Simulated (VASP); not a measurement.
Here is a VASP 6.6.1 calculation.

The input INCAR:

```
SYSTEM = TiSb
  PREC = Accurate
  ENCUT = 520
  EDIFF = 1E-7
  ISMEAR = 0
  SIGMA = 0.1
  LREAL = .False.
  LASPH = .True.
  NELM = 100
  ALGO = Normal
  ISIF = 2
  LWAVE = .False.
  LCHARG = .False.
  LDIPOL = .True.
  IDIPOL = 3
  DIPOL = 0.5 0.5 0.500
  GGA = PE
  NBANDS = 16
```

Contents of KPOINTS:

```
Automatic mesh
0
Gamma
  6 6 1
  0 0 0
```

POSCAR

```
TiSb
1.0
    4.5566133400      0.0000000000      0.0000000000
   -2.2783060600      3.9461433400      0.0000000000
    0.0000000000      0.0000000000     16.0000000000
Ti Sb
1 1
Direct
    0.6666666700      0.3333333300      0.5543473900
    0.3333333300      0.6666666700      0.4456526100
```

Potentials or basis: VASP PAW PBE potentials, release 64 (Ti_sv, Sb).

Launch:

```console
$ cat potpaw_PBE.64/Ti_sv/POTCAR potpaw_PBE.64/Sb/POTCAR > POTCAR
$ mpirun -np 1 vasp_std > vasp.out
```

Estimate the largest force.

2.410 eV/Å.

Predict the band gap on the k mesh.

none (metal or under the smearing width).

Forces on the atoms (eV/Å):
```
Ti   0.000  0.000 -2.410
Sb   0.000  0.000  2.410
```

Spin-orbit coupling is left out, which matters for the levels of Sb.
